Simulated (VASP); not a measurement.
GaSb:

```xyz
2
Lattice="0.0000 3.0659 3.0659 3.0659 0.0000 3.0659 3.0659 3.0659 0.0000" Properties=species:S:1:pos:R:3 pbc="T T T"
Ga    0.0000    0.0000    0.0000
Sb    1.5329    1.5329    1.5329
```

Base run:

- Program: VASP 6.6.1
- Functional: PBE
- Potentials or basis: VASP PAW PBE potentials, release 64 (Ga_d, Sb)
- Cutoff: 520 eV
- k mesh: 8 × 8 × 8
- Occupations: fermi-dirac, width 0.02 eV
- Spin: no spin polarisation

Its results: band gap on the k mesh none (metal or under the smearing width); pressure 2.0 GPa.

The run is repeated on the same cell with these changes: functional from PBE to r2SCAN. What comes out?

Band gap on the k mesh 0.40 eV, direct; pressure 0.1 GPa.

r2SCAN gives the wider gap, since meta-GGAs in the generalised Kohn-Sham scheme recover part of the derivative discontinuity.

Caveats: the PAW data sets were made with another functional, which shifts forces and pressure a little (some runs); spin-orbit coupling is left out, which moves the levels of the heavy elements (some runs).

A k mesh can miss the band edges.

Not every run made on this cell is shown here.
